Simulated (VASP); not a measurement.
# CoGe23 (a cell with a defect) in VASP: notebook, part 3 of 3

VASP 6.6.1. The steps go on from the part before.

## Step 5: Single point, PBEsol+U, collinear spin, ferromagnetic start

INCAR

```
ALGO     = Normal         # electronic algorithm
EDIFF    = 1E-5           # SCF threshold, eV
ENCUT    = 350            # plane-wave cutoff, eV
GGA      = PS             # functional
ISIF     = 2              # what is computed and relaxed
ISMEAR   = 0              # smearing method
ISPIN    = 2              # spin polarisation
ISYM     = 0            
KPAR     = 4            
LASPH    = True           # aspherical terms in the spheres
LCHARG   = False          # write CHGCAR
LDAU     = True           # DFT+U
LDAUJ    = 0 0          
LDAUL    = 2 -1           # shell
LDAUPRINT= 1            
LDAUTYPE = 2            
LDAUU    = 4 0            # U, eV
LMAXMIX  = 4              # l up to which the mixer works
LORBIT   = 11             # projections on sites
LREAL    = Auto         
LWAVE    = False          # write WAVECAR
MAGMOM   = 1 0 0 0 0 0 0 0 0 0 0 0 0 0 0 0 0 0 0 0 0 0 0 0 # initial moments
NBANDS   = 188            # bands
NELM     = 120            # most SCF steps
NUPDOWN  = 1              # fixed moment
PREC     = Accurate       # precision mode
SIGMA    = 0.03           # smearing width, eV
```

KPOINTS

```
k-points
0
Gamma
  2 3 3
```

POSCAR

```
CoGe23                                  
1.0
    0.0000000000      8.4863100000      8.4863100000
    5.6575400000      0.0000000000      5.6575400000
    5.6575400000      5.6575400000      0.0000000000
  Co              Ge            
     1    23
Direct
     0.9990235553862232    0.0009226858316603    0.0016034125565128
     0.0017153389369843    0.9998479878433991    0.4992393680136005
     0.0004597498014773    0.5001670067592446    0.9996929343075123
     0.0006696680467720    0.4976834052977078    0.4987726363949330
     0.3308543349573667    0.9993492162816369    0.0011660662475107
     0.3308577321187281    0.0035140673688398    0.4997798211391151
     0.3302446234783196    0.4997090862467700    0.0005038260675200
     0.3315853559162709    0.5015075755139281    0.5009909077789209
     0.6678437042584391    0.0027227038543777    0.9987223177551858
     0.6664721023862217    0.0005198020268358    0.4973857786693586
     0.6654811312712485    0.4962187709598266    0.0026439774555756
     0.6670995699810736    0.5008830582574505    0.4983342377859847
     0.0793614141217402    0.1220974291176867    0.1211679418327250
     0.0808134191389560    0.1188276002776404    0.6402287174575131
     0.0801112090194753    0.6393130298090958    0.1197018802472019
     0.0812231207786594    0.6253430841887312    0.6253246949406734
     0.4171375143929767    0.1237881856688242    0.1237087645569087
     0.4165936230797492    0.1257059118762653    0.6255732722605579
     0.4155550300170334    0.6235769224037990    0.1253216336111093
     0.4172498742676433    0.6272248467046270    0.6241095711745056
     0.7600669806790709    0.1196128074978014    0.1209368712549408
     0.7512508462010679    0.1246547294582027    0.6230813446068838
     0.7499528745774795    0.6270994534332281    0.1219067722786949
     0.7506272271870292    0.6245786333224157    0.6267482516065631
```

Started as:

```console
> cat potpaw_PBE.64/Co/POTCAR potpaw_PBE.64/Ge_d/POTCAR > POTCAR
> mpirun -np 4 vasp_std > vasp.out
```

Wall time 8.9 min (4 MPI ranks of Intel Xeon 6975P-C (Granite Rapids), shared host); peak memory 1.1 GiB.

It converged, with:

| Property | Result |
| --- | --- |
| Free energy | -116.5476 eV |
| Largest force | 0.212 eV/Å |
| Net moment | 1.00 μB per cell |
| Site moments | Co +1.85; Ge -0.02, -0.01, -0.03, -0.09, -0.08 μB |
| Valence electrons inside the program's atomic spheres | Co 8.18; Ge 12.39, 12.40, 12.38, 12.41 |

Forces on the atoms (eV/Å):
```
Co  -0.143  0.082  0.075
Ge   0.023  0.032  0.171
Ge   0.025  0.177  0.043
Ge  -0.139  0.021  0.030
Ge   0.015  0.030  0.045
Ge  -0.031  0.083  0.014
Ge  -0.002  0.031  0.096
Ge   0.011  0.057  0.052
Ge  -0.018  0.084  0.059
Ge  -0.022  0.100  0.091
Ge  -0.040  0.084  0.115
Ge   0.001  0.061  0.063
Ge   0.008 -0.133 -0.146
Ge   0.119 -0.067 -0.140
Ge   0.127 -0.157 -0.064
Ge   0.013 -0.039 -0.034
Ge   0.069 -0.039 -0.038
Ge  -0.002 -0.108 -0.060
Ge   0.013 -0.055 -0.085
Ge  -0.004 -0.055 -0.076
Ge   0.032 -0.049 -0.039
Ge  -0.014 -0.060 -0.055
Ge  -0.018 -0.014 -0.074
Ge  -0.021 -0.065 -0.042
```

Eigenvalues of the final occupation matrices:
```tsv
site	spin	trace	eigenvalues
site 1 d	1	4.59	0.91 0.91 0.92 0.92 0.92
site 1 d	2	2.76	0.30 0.32 0.34 0.90 0.90
```

Caveat: the PAW data sets were made with another functional, which shifts forces and pressure a little; the total moment is fixed, so each spin has its own Fermi level; the U is typed as a test and isn't derived for this compound.

## Step 6: Single point, PBEsol+U, collinear spin, ferromagnetic start

Edit INCAR of step 5 so:

```diff
@@ -8,3 +8,3 @@
 ISYM     = 0            
-KPAR     = 4            
+KPAR     = 2            
 LASPH    = True           # aspherical terms in the spheres
@@ -21,6 +21,6 @@
 LWAVE    = False          # write WAVECAR
-MAGMOM   = 1 0 0 0 0 0 0 0 0 0 0 0 0 0 0 0 0 0 0 0 0 0 0 0 # initial moments
+MAGMOM   = 5 0 0 0 0 0 0 0 0 0 0 0 0 0 0 0 0 0 0 0 0 0 0 0 # initial moments
 NBANDS   = 188            # bands
 NELM     = 120            # most SCF steps
-NUPDOWN  = 1              # fixed moment
+NUPDOWN  = 5              # fixed moment
 PREC     = Accurate       # precision mode
```

KPOINTS

```
k-points
0
Gamma
  2 2 2
```

POSCAR is that of step 5.

Potentials or basis: VASP PAW PBE potentials, release 64 (Co, Ge_d).

Started as:

```console
> cat potpaw_PBE.64/Co/POTCAR potpaw_PBE.64/Ge_d/POTCAR > POTCAR
> mpirun -np 4 vasp_std > vasp.out
```

Wall time 11 min (4 MPI ranks of Intel Xeon 6975P-C (Granite Rapids), shared host); peak memory 0.61 GiB.

It converged, with:

| Quantity | Value |
| --- | --- |
| Free energy | -114.4007 eV |
| Largest force | 0.418 eV/Å |
| Net moment | 5.00 μB per cell |
| Site moments | Co +2.25; Ge +0.07, +0.06, +0.08, +0.09 μB |
| Valence electrons inside the program's atomic spheres | Co 8.13; Ge 12.39, 12.40, 12.41 |

Forces on the atoms (eV/Å):
```
Co   0.015  0.057  0.033
Ge   0.077 -0.095  0.212
Ge   0.078  0.217 -0.088
Ge  -0.418  0.000  0.011
Ge   0.238 -0.036 -0.022
Ge  -0.057 -0.083  0.063
Ge  -0.029  0.078 -0.081
Ge  -0.013  0.035  0.032
Ge   0.170 -0.017 -0.049
Ge  -0.003 -0.086  0.059
Ge  -0.018  0.052 -0.080
Ge  -0.026  0.035  0.037
Ge   0.026  0.099  0.089
Ge   0.008 -0.138  0.006
Ge   0.017 -0.006 -0.120
Ge   0.036  0.000  0.005
Ge  -0.092  0.052  0.061
Ge  -0.075  0.045 -0.093
Ge  -0.061 -0.089  0.069
Ge   0.102 -0.020 -0.043
Ge   0.024 -0.102 -0.076
Ge  -0.032  0.094 -0.076
Ge  -0.037 -0.042  0.081
Ge   0.071 -0.050 -0.032
```

Eigenvalues of the final occupation matrices:
| site | spin | trace | eigenvalues |
| --- | --- | --- | --- |
| site 1 d | 1 | 4.67 | 0.93 0.93 0.94 0.94 0.94 |
| site 1 d | 2 | 2.56 | 0.03 0.30 0.49 0.84 0.90 |

Caveat: the k mesh is coarse (spacing up to 0.48 Å⁻¹), so the values aren't converged; the PAW data sets were made with another functional, which shifts forces and pressure a little; the total moment is fixed, so each spin has its own Fermi level; the U is typed as a test and isn't derived for this compound.

## Step 7: Overview

```tsv
task	U	fixed moment (μB)	cell	k mesh	mesh quality	moment (μB)	largest force (eV/Å)
relaxation of the atoms	Co d U = 4 eV	1	atoms relaxed from: atoms moved at random, drawn with an rms of 0.05 Å	2 × 2 × 2	coarse	1.00	0.03
single point	Co d U = 4 eV	-	as given	2 × 2 × 2	coarse	1.74	0.08
single point	Co d U = 6 eV	1	as given	2 × 2 × 2	coarse	1.00	0.36
single point	Co d U = 4 eV	1	as given	2 × 3 × 3	not flagged	1.00	0.21
single point	Co d U = 4 eV	5	as given	2 × 2 × 2	coarse	5.00	0.42
```

Alike in all rows: level PBEsol+U; potentials or basis VASP PAW PBE potentials, release 64 (Co, Ge_d); spin collinear, ferromagnetic start; cutoff (eV) 350; smearing gaussian 0.03 eV.

Caveats: some runs use coarse meshes; the PAW data sets were made with another functional, which shifts forces and pressure a little; the U is typed as a test and isn't derived for this compound; the total moment is fixed, so each spin has its own Fermi level (some runs).

Total energies depend on the potentials used, so only differences within one code and one set of settings carry meaning.
